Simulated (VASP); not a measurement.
```xyz
2
Lattice="3.4249 0.0000 0.0000 -1.7124 2.9660 0.0000 0.0000 0.0000 3.4580" Properties=species:S:1:pos:R:3 pbc="T T T"
Nb     0.0000     0.0000     0.0000
As     1.7124     0.9887     1.7290
```

The numbers are results of r2SCAN meta-GGA, VASP's PBE PAW potentials (set 64) (plane waves; VASP), not measurements. Settings: 400 eV cut-off, 14×14×12 Γ-centred mesh, tetrahedra with Blöchl corrections, potentials Nb_sv As.

Give the energies of bands 6 to 12 at the high-symmetry points, in eV from the Fermi level.

```tsv
band	Γ	M	K	A	L	H
6	-2.60	-6.20	-5.41	-6.84	-5.03	-5.52
7	-2.06	-2.94	-4.21	-1.31	-4.51	-4.67
8	-2.06	-2.16	-2.81	-1.31	-3.14	-2.63
9	-0.41	-0.51	-0.01	-0.19	-0.28	-0.33
10	1.57	1.02	1.06	-0.19	2.69	2.67
11	1.57	2.86	1.81	2.17	2.90	3.77
12	4.88	3.41	1.86	3.94	4.06	4.99
```

It has no gap at this level: it comes out as a metal or semimetal.

The structure was generated: NbAs was put into the WC type (P-6m2), which need not be its known phase. It was relaxed first, which changed the volume by -6 %.
